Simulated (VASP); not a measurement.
# Al2H3Cl3 (P-62m) in VASP: a series of runs

Runs on Al2H3Cl3. Level: PBE. Tasks: single point, relaxation of cell and atoms.

Everything below comes from runs of VASP 6.6.1. Logs are shortened: lines on timing, memory, paths and dates and some standing lists are left out, and cuts for length are marked.

### 1 The cell of the first run

It takes space group P-62m (No. 189, hexagonal). The conventional cell has a = 6.192 Å, b = 6.192 Å, c = 3.373 Å, α = 90.00°, β = 90.00°, γ = 120.00°. Al (site symmetry -6) is surrounded by 3 Cl at 2.28 Å and 6 H at 2.51 Å. H (site symmetry m2m) is surrounded by 4 Al at 2.51 Å and 6 Cl at 2.56 to 2.83 Å. Cl (site symmetry m2m) has 2 Al at 2.28 Å and 2 H at 2.56 Å as nearest neighbours.

The cell was built by a generator and needn't be a form met in nature.

### 2 Single point, PBE (species swapped into the Ti3In3Rh2 type (P-62m, No. 189))

INCAR reads:

```
PREC = Accurate
ENCUT = 520
EDIFF = 1E-7
ISMEAR = 0
SIGMA = 0.1
LREAL = False
LASPH = True
NELM = 100
ALGO = Normal
ISIF = 2
LWAVE = False
LCHARG = True
GGA = PE
LELF = True
LVHAR = True
NBANDS = 25
```

KPOINTS reads:

```
Automatic mesh
0
Gamma
  3 3 6
```

POSCAR reads:

```
Al2H3Cl3
1.0
    6.1915226912      0.0000000025      0.0000000000
   -3.0957613478      5.3620159375      0.0000000000
    0.0000000000      0.0000000000      3.3728594434
Al H Cl
2 3 3
Direct
    0.3333333333      0.6666666667      0.0000000000
    0.6666666667      0.3333333333      0.0000000000
    0.4179938598      0.0000000000      0.5000000000
    0.5820061402      0.5820061402      0.5000000000
    0.0000000000      0.4179938598      0.5000000000
    0.7292692570      0.0000000000      0.0000000000
    0.2707307430      0.2707307430      0.0000000000
    0.0000000000      0.7292692570      0.0000000000
```

Potentials or basis: VASP PAW PBE potentials, release 64 (Al, H, Cl).

The run is started by

```
cat potpaw_PBE.64/Al/POTCAR potpaw_PBE.64/H/POTCAR potpaw_PBE.64/Cl/POTCAR > POTCAR
mpirun -np 1 vasp_std > vasp.out
```

OUTCAR:

```text
PREC = Accurate
   ENCUT = 520
   EDIFF = 1E-7
   ISMEAR = 0
   LREAL = False
   LASPH = True
   NELM = 100
   ISIF = 2
   GGA = PE

 ion  position               nearest neighbor table
   1  0.333  0.667  0.000-   8 2.28   6 2.28   7 2.28
   2  0.667  0.333  0.000-   6 2.28   8 2.28   7 2.28
   3  0.418  0.000  0.500-
   4  0.582  0.582  0.500-
   5  0.000  0.418  0.500-
   6  0.729  0.000  0.000-   2 2.28   1 2.28
   7  0.271  0.271  0.000-   2 2.28   1 2.28
   8  0.000  0.729  0.000-   1 2.28   2 2.28

  LATTYP: Found a hexagonal cell.
 ALAT       =     6.1915226912
 C/A-ratio  =     0.5447544347

  Lattice vectors:

 A1 = (   6.1915226912,   0.0000000025,   0.0000000000)
 A2 = (  -3.0957613478,   5.3620159375,   0.0000000000)
 A3 = (   0.0000000000,   0.0000000000,   3.3728594434)

Analysis of symmetry for initial positions (statically):
=====================================================================
 Subroutine PRICEL returns:
 Original cell was already a primitive cell.

 Routine SETGRP: Setting up the symmetry group for a
 hexagonal supercell.

 Subroutine GETGRP returns: Found 12 space group operations
 (whereof 12 operations were pure point group operations)
 out of a pool of 24 trial point group operations.

The static configuration has the point symmetry D_3h.

Analysis of symmetry for dynamics (positions and initial velocities):
=====================================================================
 Subroutine PRICEL returns:
 Original cell was already a primitive cell.

 Routine SETGRP: Setting up the symmetry group for a
 hexagonal supercell.

 Subroutine GETGRP returns: Found 12 space group operations
 (whereof 12 operations were pure point group operations)
 out of a pool of 24 trial point group operations.

The dynamic configuration has the point symmetry D_3h.

 Subroutine INISYM returns: Found 12 space group operations
 (whereof 12 operations are pure point group operations),
 and found     1 'primitive' translations

----------------------------------------------------------------------------------------

                                     Primitive cell

[... 90 lines left out ...]
   LREAL  =      F    real-space projection
   EDIFFG = 0.1E-05   stopping-criterion for IOM
   NSW    =      0    number of steps for IOM
   IBRION =     -1    ionic relax: 0-MD 1-quasi-New 2-CG
   NFREE  =      0    steps in history (QN), initial steepest desc. (CG)
   ISIF   =      2    stress and relaxation
   ISYM   =      2    0-nonsym 1-usesym 2-fastsym
   POTIM  = 0.5000    time-step for ionic-motion
   TEBEG  =    0.0;   TEEND  =   0.0 temperature during run
   PSTRESS=    0.0 pullay stress
   NELECT =      30.0000    total number of electrons
   NUPDOWN=      -1.0000    fix difference up-down
   EMIN   =  10.00;   EMAX   =-10.00  energy-range for DOS
   EFERMI =   0.00;   METHOD = LEGACY
   ISMEAR =     0;   SIGMA  =   0.10  broadening in eV -4-tet -1-fermi 0-gaus
   EFERMI_NEDOS =   21; number of points for ismear=-14 and -15
   IALGO  =     38    algorithm
   IMIX   =      4    mixing-type and parameters
     AMIX     =   0.40;   BMIX     =  1.00
     AMIX_MAG =   1.60;   BMIX_MAG =  1.00
  volume/ion in A,a.u.               =      14.00        94.46
  Fermi-wavevector in a.u.,A,eV,Ry     =   1.055376  1.994372 15.154428  1.113819
  Thomas-Fermi vector in A             =   2.190572
   LORBIT       =      0    0 simple, 1 ext, 2 COOP (PROOUT), +10 PAW based schemes
   GGA     = PE    functional components
   LHFCALC =     F    Hartree Fock is set to
   AEXX    =    0.0000 exact exchange contribution
   IVDW    =     0    specifies the selected vdW correction
   LEPSILON=     F    determine dielectric tensor
   LRPA    =     F    only Hartree local field effects (RPA)
 non-spin polarized calculation
 Gauss-broadening in eV      SIGMA  =   0.10
  energy-cutoff  :      520.00
  volume of cell :      111.98
 maximum number of plane-waves:      3036
 NGX is ok and might be reduce to    48
   NGX = 23   NGY = 23   NGZ = 13

 number of electron      30.0000006 magnetization

 Free energy of the ion-electron system (eV)
  ---------------------------------------------------
  ext. energy  EPLUGINS =         0.00000000
  ---------------------------------------------------
  free energy    TOTEN  =       -22.00867832 eV

  energy without entropy =      -22.00646653  energy(sigma->0) =      -22.00757242

 E-fermi :   4.2272     XC(G=0):  -9.4831

 val. band max:        4.2256659384   @ k =   0.0000   0.0000   0.0000
 cond. band min:       4.5466189180   @ k =   0.0000   0.0000   0.3333
 fundamental gap:      0.3209529797
 Fermi energy:         4.2272336453

 k-point     1 :       0.0000    0.0000    0.0000
  band No.  band energies     occupation
      1     -12.8469      2.00000
      2     -11.8578      2.00000
      3     -11.8578      2.00000
      4      -3.3193      2.00000
      5      -2.8895      2.00000
      6      -2.7691      2.00000
[... 325 lines left out ...]
     24      11.8989      0.00000
     25      12.3001      0.00000

------------------------ aborting loop because EDIFF is reached ----------------------------------------

  FORCE on cell =-STRESS in cart. coord.  units (eV):
  Direction    XX          YY          ZZ          XY          YZ          ZX
  --------------------------------------------------------------------------------------
  -------------------------------------------------------------------------------------
  Total       -0.0056953     -0.0056953      0.0466066      0.0000000     -0.0000000      0.0000000
  in kB       -0.0814905     -0.0814905      0.6668599      0.0000000     -0.0000000      0.0000000
  external PRESSURE =       0.1679597 kB  Pullay stress =       0.0000000 kB

 VOLUME and BASIS-vectors are now :
 -----------------------------------------------------------------------------
  energy-cutoff  :      520.00
  volume of cell :      111.98
      direct lattice vectors                 reciprocal lattice vectors
     6.191522691  0.000000003  0.000000000     0.161511158  0.093248511  0.000000000
    -3.095761348  5.362015937  0.000000000    -0.000000000  0.186497021  0.000000000
     0.000000000  0.000000000  3.372859443     0.000000000  0.000000000  0.296484338

 POSITION                                       TOTAL-FORCE (eV/Angst)
 -----------------------------------------------------------------------------------
     -0.00000      3.57468      0.00000         0.000000      0.000000     -0.000000
      3.09576      1.78734      0.00000         0.000000      0.000000     -0.000000
      2.58802      0.00000      1.68643         0.005163      0.000000     -0.000000
      1.80175      3.12073      1.68643        -0.002582     -0.004472     -0.000000
     -1.29401      2.24129      1.68643        -0.002582      0.004472     -0.000000
      4.51529      0.00000      0.00000         0.008191      0.000000      0.000000
      0.83812      1.45166      0.00000        -0.004095     -0.007093      0.000000
     -2.25764      3.91035      0.00000        -0.004095      0.007093     -0.000000
 -----------------------------------------------------------------------------------
    total drift:                                0.000000      0.000000      0.000000

  FREE ENERGIE OF THE ION-ELECTRON SYSTEM (eV)
  ---------------------------------------------------
  free  energy   TOTEN  =       -22.0086783158 eV

  energy  without entropy=      -22.0064665265  energy(sigma->0) =      -22.00757242
```

Run time: 54 s. Hardware: 1 thread of AMD EPYC 7R43 (Zen 3), shared host; peak memory 0.2 GiB.

Results:

```
Free energy            : -22.0087 eV
Pressure               : 0.0 GPa
Largest force          : 0.008 eV/Å
Band gap on the k mesh : none (metal or under the smearing width)
```

Forces on the atoms (eV/Å):
```
Al   0.000  0.000  0.000
Al   0.000  0.000  0.000
H    0.005  0.000  0.000
H   -0.003 -0.004  0.000
H   -0.003  0.004  0.000
Cl   0.008  0.000  0.000
Cl  -0.004 -0.007  0.000
Cl  -0.004  0.007  0.000
```

Levels at points of the mesh, in eV from the Fermi level:
```tsv
k point	band 13	band 14	band 15	band 16	band 17	band 18
(0.00, 0.00, 0.00)	-2.41	0.00	0.00	1.18	3.82	5.16
(0.00, 0.00, 0.50)	-1.39	-1.39	-1.05	-0.15	0.99	3.62
```

Caveat: the k mesh is coarse (spacing up to 0.39 Å⁻¹), so the values aren't converged.

### 3 Relaxation of cell and atoms, PBE (species swapped into the Ti3In3Rh2 type (P-62m, No. 189))

INCAR reads:

```
PREC = Accurate
ENCUT = 600
EDIFF = 1E-6
ISMEAR = 0
SIGMA = 0.1
LREAL = F
LASPH = T
NELM = 100
ALGO = Fast
ISIF = 3
LWAVE = F
LCHARG = F
GGA = PE
IBRION = 2
NSW = 90
EDIFFG = -0.04
```

KPOINTS is that of step 2.

POSCAR reads:

```
Al2H3Cl3
1.0
    7.1846524500      0.0000000000      0.0000000000
   -3.5923262300      6.2220915400      0.0000000000
    0.0000000000      0.0000000000      3.0332888300
Al H Cl
2 3 3
Direct
    0.3333333300      0.6666666700      0.0000000000
    0.6666666700      0.3333333300      0.0000000000
    0.4189251100      0.0000000000      0.5000000000
    0.5810748900      0.5810748900      0.5000000000
    0.0000000000      0.4189251100      0.5000000000
    0.7632660300      0.0000000000      0.0000000000
    0.2367339700      0.2367339700      0.0000000000
    0.0000000000      0.7632660300      0.0000000000
```

Potentials or basis: VASP PAW PBE potentials, release 64 (Al, H, Cl).

The run is started by

```
cat potpaw_PBE.64/Al/POTCAR potpaw_PBE.64/H/POTCAR potpaw_PBE.64/Cl/POTCAR > POTCAR
mpirun -np 1 vasp_std > vasp.out
```

Run time: 10 min. Hardware: 1 thread of AMD EPYC 7R43 (Zen 3), shared host; peak memory 0.32 GiB.

It converged, with:

```yaml
Free_energy: -22.0094 eV
Relaxed_volume: 14.07 Å³/atom
Relaxed_cell: a = 6.197 Å, b = 6.197 Å, c = 3.384 Å, α = 90.00°, β = 90.00°, γ = 120.00°
Space_group_after_relaxing_to_0.05_Å: P-62m (No. 189)
Energy_gained_by_relaxing: 366.2 meV/atom
Ionic_steps: 14
Pressure_after_relaxing: -0.1 GPa
Largest_force_after_relaxing: 0.029 eV/Å
Band_gap_on_the_k_mesh: none (metal or under the smearing width)
```

Forces in eV/Å, atoms in the order of the input:
```
Al   0.000  0.000  0.000
Al   0.000  0.000  0.000
H   -0.029  0.000  0.000
H    0.015  0.025  0.000
H    0.015 -0.025  0.000
Cl   0.016  0.000  0.000
Cl  -0.008 -0.014  0.000
Cl  -0.008  0.014  0.000
```

The path:
```tsv
step	energy change (eV)	largest force (eV/Å)	pressure (GPa)	volume (Å³)
1	0.0000	1.3192	-9.68	135.60
2	-1.3417	1.0668	-5.78	116.44
3	-1.8772	0.5318	2.76	101.26
4	-2.4523	0.1986	8.31	97.26
5	-2.4527	0.3109	9.04	96.90
6	-2.8811	0.1247	1.90	107.22
7	-2.9073	0.3113	-0.69	112.82
8	-2.9108	0.2693	-0.13	111.44
9	-2.9108	0.2613	0.01	111.14
10	-2.9209	0.1102	0.15	111.55
11	-2.9227	0.1220	0.28	111.83
12	-2.9262	0.0860	-0.17	112.58
13	-2.9268	0.0660	-0.41	113.01
14	-2.9293	0.0293	-0.15	112.56
```

Final structure:
```
Al H Cl
1.0
     6.19724    0.00000    0.00000
    -3.09862    5.36697    0.00000
     0.00000    0.00000    3.38417
Al H Cl
2 3 3
Direct
  0.33333 0.66667 0.00000
  0.66667 0.33333 0.00000
  0.41974 0.00000 0.50000
  0.58026 0.58026 0.50000
  0.00000 0.41974 0.50000
  0.72919 0.00000 0.00000
  0.27081 0.27081 0.00000
  0.00000 0.72919 0.00000
```

Levels at points of the mesh, in eV from the Fermi level:
```csv
k point,band 12,band 13,band 14,band 15,band 16,band 17,band 18,band 19
"(0.00, 0.00, 0.00)",-2.43,-2.43,0.00,0.00,1.18,3.78,5.15,5.15
"(0.00, 0.00, 0.50)",-3.37,-1.37,-1.37,-1.05,-0.14,0.96,3.58,4.77
```

Caveat: the volume moved by over 15 % at a fixed basis, so the end points are rough.
